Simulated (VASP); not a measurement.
# LaPb2 (I4/mmm) in VASP: equation of state

Aim: energy against volume of LaPb2 in PBE, for its equilibrium volume and stiffness.

Everything below comes from runs of VASP 6.6.1. Logs are shortened: lines on timing, memory, paths and dates and some standing lists are left out, and cuts for length are marked.

## 1. The crystal as given

Symmetry: I4/mmm, No. 139, tetragonal system. Conventional cell: a = 4.133 Å, b = 4.133 Å, c = 11.277 Å, α = 90.00°, β = 90.00°, γ = 90.00°. Pb (site symmetry 4mm) is surrounded by 4 Pb at 3.26 Å and 5 La at 3.54 to 3.60 Å. La (site symmetry 4/mmm) is surrounded by 10 Pb at 3.54 to 3.60 Å.

The cell comes from a database or a generator and needn't be the stable form of this composition.

## 2. Equation of state, PBE, 30.17 Å³/atom (volume scaled by 0.94)

Contents of INCAR:

```
  PREC = Accurate
  ENCUT = 520
  EDIFF = 1E-7
  ISMEAR = -1
  SIGMA = 0.05
  LREAL = False
  LASPH = True
  NELM = 60
  ALGO = Normal
  ISIF = 2
  LWAVE = False
  LCHARG = False
  GGA = PE
  NBANDS = 26
```

Contents of KPOINTS:

```
Automatic mesh
0
Gamma
  9 9 9
```

Contents of POSCAR:

```
LaPb2
1.0
   -2.0241608986      2.0241608986      5.5233472947
    2.0241608986     -2.0241608986      5.5233472947
    2.0241608986      2.0241608986     -5.5233472947
Pb La
2 1
Direct
    0.6863945000      0.6863945000      0.0000000000
    0.3136055000      0.3136055000      0.0000000000
    0.0000000000      0.0000000000      0.0000000000
```

Potentials or basis: VASP PAW PBE potentials, release 64 (Pb_d, La).

On the command line:

```
cat potpaw_PBE.64/Pb_d/POTCAR potpaw_PBE.64/La/POTCAR > POTCAR
mpirun -np 1 vasp_std > vasp.out
```

OUTCAR:

```text
PREC = Accurate
   ENCUT = 520
   EDIFF = 1E-7
   ISMEAR = -1
   LREAL = False
   LASPH = True
   NELM = 60
   ISIF = 2
   GGA = PE

 Found     75 irreducible k-points:

 Following reciprocal coordinates:
            Coordinates               Weight
  0.000000  0.000000  0.000000      1.000000
  0.111111 -0.000000  0.000000      8.000000
  0.222222 -0.000000  0.000000      8.000000
  0.333333  0.000000 -0.000000      8.000000
  0.444444 -0.000000  0.000000      8.000000
  0.111111  0.111111  0.000000      8.000000
   k-points           NKPTS =     75   k-points in BZ     NKDIM =     75   number of bands    NBANDS=     26
   number of dos      NEDOS =    301   number of ions     NIONS =      3
   total plane-waves  NPLWV = 110592
   dimension x,y,z NGX =    48 NGY =   48 NGZ =   48
   dimension x,y,z NGXF=    96 NGYF=   96 NGZF=   96
   ions per type =               2   1
   NGX,Y,Z   is equivalent  to a cutoff of  12.83, 12.83, 12.83 a.u.
   NGXF,Y,Z  is equivalent  to a cutoff of  25.65, 25.65, 25.65 a.u.
 SYSTEM =  unknown system
   PREC   = accura    normal or accurate (medium, high low for compatibility)
   ISTART =      0    job   : 0-new  1-cont  2-samecut
   ICHARG =      2    charge: 1-file 2-atom 10-const
   ISPIN  =      1    spin polarized calculation?
   LNONCOLLINEAR =      F non collinear calculations
   LSORBIT =      F    spin-orbit coupling
   LASPH  =      T    aspherical Exc in radial PAW
   ENCUT  =  520.0 eV  38.22 Ry    6.18 a.u.  11.57 11.57 11.57*2*pi/ulx,y,z
   NELM   =     60;   NELMIN=  2; NELMDL= -5     # of ELM steps
   EDIFF  = 0.1E-06   stopping-criterion for ELM
   LREAL  =      F    real-space projection
   EDIFFG = 0.1E-05   stopping-criterion for IOM
   NSW    =      0    number of steps for IOM
   IBRION =     -1    ionic relax: 0-MD 1-quasi-New 2-CG
   NFREE  =      0    steps in history (QN), initial steepest desc. (CG)
   ISIF   =      2    stress and relaxation
   ISYM   =      2    0-nonsym 1-usesym 2-fastsym
   POTIM  = 0.5000    time-step for ionic-motion
   TEBEG  =    0.0;   TEEND  =   0.0 temperature during run
   PSTRESS=    0.0 pullay stress
   NELECT =      39.0000    total number of electrons
   NUPDOWN=      -1.0000    fix difference up-down
   EMIN   =  10.00;   EMAX   =-10.00  energy-range for DOS
   EFERMI =   0.00;   METHOD = LEGACY
   ISMEAR =    -1;   SIGMA  =   0.05  broadening in eV -4-tet -1-fermi 0-gaus
   EFERMI_NEDOS =   21; number of points for ismear=-14 and -15
   IALGO  =     38    algorithm
   IMIX   =      4    mixing-type and parameters
     AMIX     =   0.40;   BMIX     =  1.00
     AMIX_MAG =   1.60;   BMIX_MAG =  1.00
  volume/ion in A,a.u.               =      30.17       203.62
  Fermi-wavevector in a.u.,A,eV,Ry     =   1.236457  2.336564 20.800928  1.528825
  Thomas-Fermi vector in A             =   2.371064
   LORBIT       =      0    0 simple, 1 ext, 2 COOP (PROOUT), +10 PAW based schemes
   GGA     = PE    functional components
   LHFCALC =     F    Hartree Fock is set to
   AEXX    =    0.0000 exact exchange contribution
   IVDW    =     0    specifies the selected vdW correction
   LEPSILON=     F    determine dielectric tensor
   LRPA    =     F    only Hartree local field effects (RPA)
 non-spin polarized calculation
  energy-cutoff  :      520.00
  volume of cell :       90.52
 maximum number of plane-waves:      2465
   NGX = 23   NGY = 23   NGZ = 23

 number of electron      39.0000002 magnetization

 Free energy of the ion-electron system (eV)
  ---------------------------------------------------
  ext. energy  EPLUGINS =         0.00000000
  ---------------------------------------------------
  free energy    TOTEN  =       -12.89069784 eV

  energy without entropy =      -12.86852652  energy(sigma->0) =      -12.87961218

 E-fermi :   8.2198     XC(G=0): -10.2866

 val. band max:        8.1858889177   @ k =  -0.2222  -0.4444   0.2222
 cond. band min:       8.2209917283   @ k =  -0.3333   0.4444   0.3333
 fundamental gap:      0.0351028106
 Fermi energy:         8.2198266161

 k-point     1 :       0.0000    0.0000    0.0000
  band No.  band energies     occupation
      1     -24.7685      2.00000
      2      -8.8094      2.00000
      3      -8.6758      2.00000
      4      -8.6356      2.00000
      5      -8.5734      2.00000
      6      -8.5734      2.00000
[... 18 lines left out ...]
     25      10.0181      0.00000
     26      10.0239      0.00000

 k-point     2 :       0.1111   -0.0000    0.0000
  band No.  band energies     occupation
      1     -24.7653      2.00000
      2      -8.8138      2.00000
      3      -8.7229      2.00000
      4      -8.6228      2.00000
      5      -8.6008      2.00000
      6      -8.5072      2.00000
[... 18 lines left out ...]
     25      10.0068      0.00000
     26      10.0268      0.00000

 k-point     3 :       0.2222   -0.0000    0.0000
  band No.  band energies     occupation
      1     -24.7572      2.00000
      2      -8.8193      2.00000
      3      -8.7634      2.00000
      4      -8.6667      2.00000
      5      -8.5824      2.00000
      6      -8.5278      2.00000
[... 18 lines left out ...]
     25      10.0004      0.00000
     26      10.0527      0.00000

 k-point     4 :       0.3333    0.0000   -0.0000
  band No.  band energies     occupation
      1     -24.7479      2.00000
      2      -8.8132      2.00000
      3      -8.7641      2.00000
      4      -8.7412      2.00000
      5      -8.5810      2.00000
      6      -8.5388      2.00000
[... 18 lines left out ...]
     25      10.0249      0.00000
     26      10.0723      0.00000

 k-point     5 :       0.4444   -0.0000    0.0000
  band No.  band energies     occupation
      1     -24.7419      2.00000
      2      -8.8051      2.00000
      3      -8.7852      2.00000
      4      -8.7339      2.00000
      5      -8.6375      2.00000
      6      -8.5595      2.00000
[... 18 lines left out ...]
     25      10.0367      0.00000
     26      10.1218      0.00000

 k-point     6 :       0.1111    0.1111    0.0000
  band No.  band energies     occupation
      1     -24.7620      2.00000
      2      -8.8089      2.00000
      3      -8.7379      2.00000
      4      -8.6142      2.00000
      5      -8.6110      2.00000
      6      -8.4794      2.00000
[... 18 lines left out ...]
     25       9.9989      0.00000
     26      10.0146      0.00000

 [... further k-points ...]
[... 5 lines left out ...]
  --------------------------------------------------------------------------------------
  -------------------------------------------------------------------------------------
  Total        1.4508805      1.4508805      2.5634286      0.0000000     -0.0000000      0.0000000
  in kB       25.6796919     25.6796919     45.3711100      0.0000000     -0.0000000      0.0000000
  external PRESSURE =      32.2434979 kB  Pullay stress =       0.0000000 kB

 VOLUME and BASIS-vectors are now :
 -----------------------------------------------------------------------------
  energy-cutoff  :      520.00
  volume of cell :       90.52
      direct lattice vectors                 reciprocal lattice vectors
    -2.024160899  2.024160899  5.523347295     0.000000000  0.247015937  0.090524816
     2.024160899 -2.024160899  5.523347295     0.247015937  0.000000000  0.090524816
     2.024160899  2.024160899 -5.523347295     0.247015937  0.247015937  0.000000000

 POSITION                                       TOTAL-FORCE (eV/Angst)
 -----------------------------------------------------------------------------------
      0.00000      0.00000      7.58239        -0.000000     -0.000000     -0.201947
      0.00000      0.00000      3.46430        -0.000000     -0.000000      0.201947
      0.00000      0.00000      0.00000         0.000000      0.000000     -0.000000
 -----------------------------------------------------------------------------------
    total drift:                               -0.000000     -0.000000      0.000000

  FREE ENERGIE OF THE ION-ELECTRON SYSTEM (eV)
  ---------------------------------------------------
  free  energy   TOTEN  =       -12.8906978428 eV

  energy  without entropy=      -12.8685265216  energy(sigma->0) =      -12.87961218
```

It took 4 min on 1 thread of Intel Xeon 6975P-C (Granite Rapids), shared host; peak memory 0.45 GiB.

What came out:

* Free energy: -12.8907 eV
* Pressure: 3.2 GPa
* Largest force: 0.202 eV/Å
* Band gap on the k mesh: none (metal or under the smearing width)

## 3. Equation of state, PBE, 30.82 Å³/atom (volume scaled by 0.96)

Contents of INCAR:

```
PREC = Accurate
ENCUT = 520
EDIFF = 1E-7
ISMEAR = -1
SIGMA = 0.05
LREAL = False
LASPH = True
NELM = 60
ALGO = Normal
ISIF = 2
LWAVE = False
LCHARG = False
GGA = PE
NBANDS = 26
```

Contents of KPOINTS:

```
regular mesh
0
Gamma
  9 9 9
```

Contents of POSCAR:

```
LaPb2
1.0
   -2.0384160225      2.0384160225      5.5622453882
    2.0384160225     -2.0384160225      5.5622453882
    2.0384160225      2.0384160225     -5.5622453882
Pb La
2 1
Direct
    0.6863945000      0.6863945000      0.0000000000
    0.3136055000      0.3136055000      0.0000000000
    0.0000000000      0.0000000000      0.0000000000
```

Potentials or basis: VASP PAW PBE potentials, release 64 (Pb_d, La).

On the command line:

```
cat potpaw_PBE.64/Pb_d/POTCAR potpaw_PBE.64/La/POTCAR > POTCAR
mpirun -np 1 vasp_std > vasp.out
```

It took 4 min on 1 thread of Intel Xeon 6975P-C (Granite Rapids), shared host; peak memory 0.45 GiB.

It converged, with:

```yaml
Free_energy: -12.9229 eV
Pressure: 2.0 GPa
Largest_force: 0.157 eV/Å
Band_gap_on_the_k_mesh: none (metal or under the smearing width)
```

## 4. Equation of state, PBE, 31.46 Å³/atom (volume scaled by 0.98)

Contents of INCAR:

```
SYSTEM = LaPb2
PREC = Accurate
ENCUT = 520
EDIFF = 1E-7
ISMEAR = -1
SIGMA = 0.05
LREAL = .FALSE.
LASPH = .TRUE.
NELM = 100
ALGO = Normal
ISIF = 2
LWAVE = .FALSE.
LCHARG = .FALSE.
GGA = PE
NBANDS = 26
```

Contents of KPOINTS:

```
Automatic mesh
0
G
  9 9 9
  0 0 0
```

Contents of POSCAR:

```
LaPb2
1.0
   -2.0524745083      2.0524745083      5.6006069135
    2.0524745083     -2.0524745083      5.6006069135
    2.0524745083      2.0524745083     -5.6006069135
Pb La
2 1
Direct
    0.6863945000      0.6863945000      0.0000000000
    0.3136055000      0.3136055000      0.0000000000
    0.0000000000      0.0000000000      0.0000000000
```

On the command line:

```
cat potpaw_PBE.64/Pb_d/POTCAR potpaw_PBE.64/La/POTCAR > POTCAR
mpirun -np 1 vasp_std > vasp.out
```

It took 3.8 min on 1 thread of Intel Xeon 6975P-C (Granite Rapids), shared host; peak memory 0.46 GiB.

The run converged. Its results:

- Free energy: -12.9414 eV
- Pressure: 1.0 GPa
- Largest force: 0.117 eV/Å
- Band gap on the k mesh: none (metal or under the smearing width)

## 5. Equation of state, PBE, 32.74 Å³/atom (volume scaled by 1.02)

Contents of INCAR:

```
ALGO = Normal
EDIFF = 1E-7
ENCUT = 520
GGA = PE
ISIF = 2
ISMEAR = -1
LASPH = True
LCHARG = False
LREAL = False
LWAVE = False
NBANDS = 26
NELM = 80
PREC = Accurate
SIGMA = 0.05
```

Contents of KPOINTS:

```
k-points
0
Gamma
  9 9 9
```

Contents of POSCAR:

```
LaPb2
1.0
   -2.0800277895      2.0800277895      5.6757918167
    2.0800277895     -2.0800277895      5.6757918167
    2.0800277895      2.0800277895     -5.6757918167
Pb La
2 1
Direct
    0.6863945000      0.6863945000      0.0000000000
    0.3136055000      0.3136055000      0.0000000000
    0.0000000000      0.0000000000      0.0000000000
```

On the command line:

```
cat potpaw_PBE.64/Pb_d/POTCAR potpaw_PBE.64/La/POTCAR > POTCAR
mpirun -np 1 vasp_std > vasp.out
```

It took 3.9 min on 1 thread of Intel Xeon 6975P-C (Granite Rapids), shared host; peak memory 0.46 GiB.

The run converged. Its results:

| Item | Value |
| --- | --- |
| Free energy | -12.9434 eV |
| Pressure | -0.8 GPa |
| Largest force | 0.046 eV/Å |
| Band gap on the k mesh | none (metal or under the smearing width) |

## 6. Equation of state, PBE, 33.38 Å³/atom (volume scaled by 1.04)

Contents of INCAR:

```
SYSTEM = LaPb2
PREC = Accurate
ENCUT = 520
EDIFF = 1E-7
ISMEAR = -1
SIGMA = 0.05
LREAL = .FALSE.
LASPH = .TRUE.
NELM = 60
ALGO = Normal
ISIF = 2
LWAVE = .FALSE.
LCHARG = .FALSE.
GGA = PE
NBANDS = 26
```

Contents of KPOINTS:

```
regular mesh
0
G
  9 9 9
  0 0 0
```

Contents of POSCAR:

```
LaPb2
1.0
   -2.0935348420      2.0935348420      5.7126486405
    2.0935348420     -2.0935348420      5.7126486405
    2.0935348420      2.0935348420     -5.7126486405
Pb La
2 1
Direct
    0.6863945000      0.6863945000      0.0000000000
    0.3136055000      0.3136055000      0.0000000000
    0.0000000000      0.0000000000      0.0000000000
```

Potentials or basis: VASP PAW PBE potentials, release 64 (Pb_d, La).

On the command line:

```
cat potpaw_PBE.64/Pb_d/POTCAR potpaw_PBE.64/La/POTCAR > POTCAR
mpirun -np 1 vasp_std > vasp.out
```

OUTCAR:

```text
SYSTEM = LaPb2
   PREC = Accurate
   ENCUT = 520
   EDIFF = 1E-7
   ISMEAR = -1
   LREAL = .FALSE.
   LASPH = .TRUE.
   NELM = 60
   ISIF = 2
   GGA = PE

 Found     75 irreducible k-points:

 Following reciprocal coordinates:
            Coordinates               Weight
  0.000000  0.000000  0.000000      1.000000
  0.111111 -0.000000  0.000000      8.000000
  0.222222  0.000000  0.000000      8.000000
  0.333333  0.000000 -0.000000      8.000000
  0.444444  0.000000  0.000000      8.000000
  0.111111  0.111111  0.000000      8.000000
   k-points           NKPTS =     75   k-points in BZ     NKDIM =     75   number of bands    NBANDS=     26
   number of dos      NEDOS =    301   number of ions     NIONS =      3
   total plane-waves  NPLWV = 110592
   dimension x,y,z NGX =    48 NGY =   48 NGZ =   48
   dimension x,y,z NGXF=    96 NGYF=   96 NGZF=   96
   ions per type =               2   1
   NGX,Y,Z   is equivalent  to a cutoff of  12.40, 12.40, 12.40 a.u.
   NGXF,Y,Z  is equivalent  to a cutoff of  24.80, 24.80, 24.80 a.u.
 SYSTEM =  LaPb2
   PREC   = accura    normal or accurate (medium, high low for compatibility)
   ISTART =      0    job   : 0-new  1-cont  2-samecut
   ICHARG =      2    charge: 1-file 2-atom 10-const
[... 48 lines left out ...]
  ext. energy  EPLUGINS =         0.00000000
  ---------------------------------------------------
  free energy    TOTEN  =       -12.92927802 eV

  energy without entropy =      -12.90469284  energy(sigma->0) =      -12.91698543

 E-fermi :   7.1679     XC(G=0):  -9.8238

 val. band max:        7.1484066850   @ k =  -0.1111   0.1111   0.0000
 cond. band min:       7.1687521879   @ k =   0.3333   0.2222  -0.0000
 fundamental gap:      0.0203455030
 Fermi energy:         7.1678598249

 k-point     1 :       0.0000    0.0000    0.0000
  band No.  band energies     occupation
      1     -26.1062      2.00000
      2      -9.8940      2.00000
      3      -9.7456      2.00000
      4      -9.7456      2.00000
      5      -9.6227      2.00000
      6      -9.5822      2.00000
[... 163 lines left out ...]
     25       8.6368      0.00000
     26       8.6592      0.00000

 [... further k-points ...]
[... 5 lines left out ...]
  --------------------------------------------------------------------------------------
  -------------------------------------------------------------------------------------
  Total       -1.1941798     -1.1941798     -0.6293317      0.0000000      0.0000000      0.0000000
  in kB      -19.1039161    -19.1039161    -10.0677471      0.0000000      0.0000000      0.0000000
  external PRESSURE =     -16.0918598 kB  Pullay stress =       0.0000000 kB

 VOLUME and BASIS-vectors are now :
 -----------------------------------------------------------------------------
  energy-cutoff  :      520.00
  volume of cell :      100.15
      direct lattice vectors                 reciprocal lattice vectors
    -2.093534842  2.093534842  5.712648641     0.000000000  0.238830513  0.087525075
     2.093534842 -2.093534842  5.712648641     0.238830513  0.000000000  0.087525075
     2.093534842  2.093534842 -5.712648641     0.238830513  0.238830513  0.000000000

 POSITION                                       TOTAL-FORCE (eV/Angst)
 -----------------------------------------------------------------------------------
      0.00000      0.00000      7.84226        -0.000000     -0.000000     -0.015756
      0.00000      0.00000      3.58304         0.000000      0.000000      0.015756
      0.00000      0.00000      0.00000         0.000000      0.000000      0.000000
 -----------------------------------------------------------------------------------
    total drift:                               -0.000000     -0.000000      0.000000

  FREE ENERGIE OF THE ION-ELECTRON SYSTEM (eV)
  ---------------------------------------------------
  free  energy   TOTEN  =       -12.9292780204 eV

  energy  without entropy=      -12.9046928381  energy(sigma->0) =      -12.91698543
```

stdout:

```text
POSCAR found type information on POSCAR PbLa
 POSCAR found :  2 types and       3 ions
 scaLAPACK will be used
 LDA part: xc-table for (Slater+PW92), standard interpolation
 POSCAR, INCAR and KPOINTS ok, starting setup
 FFT: planning ... GRIDC
 FFT: planning ... GRID_SOFT
 FFT: planning ... GRID
 WAVECAR not read
 entering main loop
```

Run time: 3.5 min. Hardware: 1 thread of Intel Xeon 6975P-C (Granite Rapids), shared host; peak memory 0.46 GiB.

Results:

| Quantity | Value |
| --- | --- |
| Free energy | -12.9293 eV |
| Pressure | -1.6 GPa |
| Largest force | 0.016 eV/Å |
| Band gap on the k mesh | none (metal or under the smearing width) |

## 7. Equation of state, PBE, 34.03 Å³/atom (volume scaled by 1.06)

Contents of INCAR:

```
PREC = Accurate ; ENCUT = 520
EDIFF = 1E-7 ; ISMEAR = -1
SIGMA = 0.05 ; LREAL = F
LASPH = T ; NELM = 80
ALGO = Normal ; ISIF = 2
LWAVE = F ; LCHARG = F
GGA = PE ; NBANDS = 26
```

Contents of KPOINTS:

```
Automatic mesh
0
Gamma
  9 9 9
```

Contents of POSCAR:

```
LaPb2
1.0
   -2.1068698183      2.1068698183      5.7490359186
    2.1068698183     -2.1068698183      5.7490359186
    2.1068698183      2.1068698183     -5.7490359186
Pb La
2 1
Direct
    0.6863945000      0.6863945000      0.0000000000
    0.3136055000      0.3136055000      0.0000000000
    0.0000000000      0.0000000000      0.0000000000
```

On the command line:

```
cat potpaw_PBE.64/Pb_d/POTCAR potpaw_PBE.64/La/POTCAR > POTCAR
mpirun -np 1 vasp_std > vasp.out
```

Wall time 3.6 min (1 thread of Intel Xeon 6975P-C (Granite Rapids), shared host); peak memory 0.46 GiB.

It converged, with:

* Free energy: -12.9065 eV
* Pressure: -2.3 GPa
* Largest force: 0.012 eV/Å
* Band gap on the k mesh: none (metal or under the smearing width)

## 8. Equation of state, PBE

Potentials or basis: VASP PAW PBE potentials, release 64 (Pb_d, La).

No new run: the results of the series are fitted here.

What came out:

| Item | Value |
| --- | --- |
| Equilibrium volume | 32.15 Å³/atom |
| Bulk modulus at fixed shape and positions | 45 GPa |
| Pressure derivative of the bulk modulus | 4.7 |

Energy against volume, from the lowest point:
| volume (Å³/atom) | energy (meV/atom) |
| --- | --- |
| 30.174 | 19.05 |
| 30.816 | 8.32 |
| 31.458 | 2.14 |
| 32.100 | 0.00 |
| 32.742 | 1.48 |
| 33.384 | 6.19 |
| 34.026 | 13.78 |

Caveat: the cell was scaled at fixed shape and fractional positions, which overstates the stiffness of a crystal with free parameters, most of all of layers and chains. The run has no spin-orbit coupling, so splittings on La, Pb are missing.
